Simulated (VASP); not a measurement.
# Band gap of AlN: cutoff, mesh and cell, part 2 of 2

Aim: test what besides the functional moves the gap of AlN. The starting structure is a computed structure from the Materials Project. Cell and atoms stay as given unless a step says otherwise.

VASP 6.6.1.

Results so far: reference 3.222 eV; cell and atoms relaxed by LDA 3.229 eV; no band path 3.222 eV.

### Step 5. Bands with a cutoff of 640 eV (continued)

Level of this step: LDA; plane waves and PAW (Al, N) (VASP).

OUTCAR, selected parts (step 5):

```text
  Total       -0.4136947     -0.4136947     -0.4136947      0.0000000     -0.0000000      0.0000000
  in kB      -31.8131381    -31.8131381    -31.8131381      0.0000000     -0.0000000      0.0000000
  external PRESSURE =     -31.8131381 kB  Pullay stress =       0.0000000 kB

 POSITION                                       TOTAL-FORCE (eV/Angst)
 -----------------------------------------------------------------------------------
      0.00000      0.00000      0.00000         0.000000      0.000000      0.000000
      1.09200      1.09200      1.09200        -0.000000     -0.000000     -0.000000
 -----------------------------------------------------------------------------------
    total drift:                               -0.000000     -0.000000     -0.000000

  FREE ENERGIE OF THE ION-ELECTRON SYSTEM (eV)
  ---------------------------------------------------
  free  energy   TOTEN  =       -16.3743093346 eV

  energy  without entropy=      -16.3743093346  energy(sigma->0) =      -16.37430933

[... 1 part as in an earlier step ...]

[... 2 further parts left out ...]
[key lines of the parts left out:]
E-fermi :   5.9173
```

With a cutoff of 640 eV the gap is 3.223 eV, +0.001 eV from the reference.

### Step 6. Bands with a 12×12×12 mesh

Against step 2 the input has a 12×12×12 mesh.

Input file INCAR:

```
SYSTEM = AlN
PREC = Accurate
ENCUT = 460
EDIFF = 1E-06
NELM = 100
ISMEAR = 0
SIGMA = 0.03
LREAL = .FALSE.
ALGO = Normal
GGA = CA
NBANDS = 16
LORBIT = 11
LWAVE = .FALSE.
LCHARG = .FALSE.
KPAR = 4
```

Input file POSCAR:

```
AlN
1.0
    0.0000000000      2.1839935596      2.1839935596
    2.1839935596      0.0000000000      2.1839935596
    2.1839935596      2.1839935596      0.0000000000
Al N
1 1
Direct
    0.0000000000      0.0000000000      0.0000000000
    0.2500000000      0.2500000000      0.2500000000
```

Input file KPOINTS:

```
Automatic mesh
0
Gamma
12 12 12
0 0 0
```

Input file KPOINTS_OPT:

```
Line mode
10
Line-mode
Reciprocal
  0.00000000   0.00000000   0.00000000 GAMMA
  0.50000000   0.00000000   0.50000000 X

  0.50000000   0.00000000   0.50000000 X
  0.50000000   0.25000000   0.75000000 W

  0.50000000   0.25000000   0.75000000 W
  0.37500000   0.37500000   0.75000000 K

  0.37500000   0.37500000   0.75000000 K
  0.00000000   0.00000000   0.00000000 GAMMA

  0.00000000   0.00000000   0.00000000 GAMMA
  0.50000000   0.50000000   0.50000000 L

  0.50000000   0.50000000   0.50000000 L
  0.62500000   0.25000000   0.62500000 U

  0.62500000   0.25000000   0.62500000 U
  0.50000000   0.25000000   0.75000000 W

  0.50000000   0.25000000   0.75000000 W
  0.50000000   0.50000000   0.50000000 L

  0.50000000   0.50000000   0.50000000 L
  0.37500000   0.37500000   0.75000000 K

  0.62500000   0.25000000   0.62500000 U
  0.50000000   0.00000000   0.50000000 X
```

PAW data sets: Al and N (LDA family, release 64).

Launch:

```
> mpirun -np 4 vasp_std
```

What it wrote:

```text
[... set-up lines as in an earlier step ...]
 entering main loop
       N       E                     dE             d eps       ncg     rms          rms(c)
DAV:   1     0.595813230734E+01    0.59581E+01   -0.34295E+03  2352   0.376E+02
DAV:   2    -0.183691644806E+02   -0.24327E+02   -0.23528E+02  3088   0.993E+01
DAV:   3    -0.188966752671E+02   -0.52751E+00   -0.52722E+00  2816   0.121E+01
DAV:   4    -0.188989091882E+02   -0.22339E-02   -0.22339E-02  3080   0.950E-01
[...]
DAV:  10    -0.163746310312E+02   -0.30806E-06   -0.28331E-04  2800   0.960E-02    0.800E-02
DAV:  11    -0.163746202183E+02    0.10813E-04   -0.93937E-06  2936   0.194E-02    0.166E-02
DAV:  12    -0.163746200868E+02    0.13153E-06   -0.24070E-07  1856   0.274E-03
   1 F= -.16374620E+02 E0= -.16374620E+02  d E =-.347044E-26
 Start KPOINTS_OPT (optional k-point list driver)
k-point batch [1-72\100]
       N       E                     dE             ncg
DAV:   1     0.208761036973E+04   -0.17634E+05     2360
DAV:   2     0.448026072339E+03   -0.16396E+04     3144
DAV:   3     0.411323338724E+03   -0.36703E+02     2888
DAV:   4     0.411160250083E+03   -0.16309E+00     3072
DAV:   5     0.411158856619E+03   -0.13935E-02     2872
DAV:   6     0.411158842558E+03   -0.14061E-04     2992
DAV:   7     0.411158842427E+03   -0.13115E-06     2312
k-point batch [73-100\100]
       N       E                     dE             ncg
DAV:   1     0.127154159285E+05   -0.84223E+04      920
DAV:   2     0.120792857057E+05   -0.63613E+03     1232
DAV:   3     0.120654858322E+05   -0.13800E+02     1144
DAV:   4     0.120654182754E+05   -0.67557E-01     1176
DAV:   5     0.120654176875E+05   -0.58790E-03     1128
DAV:   6     0.120654176815E+05   -0.59838E-05     1224
DAV:   7     0.120654176814E+05   -0.57680E-07      928
```

Run time: 4.8 s. Hardware: 4 MPI ranks of AMD EPYC 9R45, shared host; peak memory 0.47 GiB; 17 s of CPU time.

OUTCAR, selected parts (step 6):

```text
  Total       -0.4734063     -0.4734063     -0.4734063     -0.0000000      0.0000000      0.0000000
  in kB      -36.4049588    -36.4049588    -36.4049588     -0.0000000      0.0000000      0.0000000
  external PRESSURE =     -36.4049588 kB  Pullay stress =       0.0000000 kB

  FREE ENERGIE OF THE ION-ELECTRON SYSTEM (eV)
  ---------------------------------------------------
  free  energy   TOTEN  =       -16.3746200868 eV

  energy  without entropy=      -16.3746200868  energy(sigma->0) =      -16.37462009

[... 2 parts as in an earlier step ...]

[... 2 further parts left out ...]
[key lines of the parts left out:]
E-fermi :   5.9224
```

With a 12×12×12 mesh the gap is 3.222 eV, +0.000 eV from the reference.

### Step 7. The runs compared

```
                          run  gap (eV)  change (eV)  core minutes
                    reference     3.222            -          0.24
cell and atoms relaxed by LDA     3.229        0.007          0.24
                 no band path     3.222          0.0        0.0933
           a cutoff of 640 eV     3.223        0.001         0.387
              a 12×12×12 mesh     3.222          0.0          0.32
```

Core minutes are wall time times ranks of the run shown, on a shared host.

### Step 8. Summary of results

```
reference gap                          : 3.222 eV
gap with cell and atoms relaxed by LDA : 3.229 eV
gap with no band path                  : 3.222 eV
gap with a cutoff of 640 eV            : 3.223 eV
gap with a 12×12×12 mesh               : 3.222 eV
```

What this shows: Among the runs that read a gap along the path, the one with cell and atoms relaxed by LDA moves it most, by +0.007 eV. On finer settings it changes by +0.001 eV with a cutoff of 640 eV and +0.000 eV with a 12×12×12 mesh. The functional's own error isn't tested here. Further runs on this material are not shown.

[Lines on the potential files, build, host, timing and source positions are cut from VASP's logs without a mark.]

[Logs are printed without paths, hosts, clocks, repeated set-up lines and the standing remarks that a program may print on its own settings, such as how far it seeks lower states.]

[Hosts, paths, dates, database ids (printed as entryN), source tags and the programs' standing remarks are cut or masked in the printed files.]
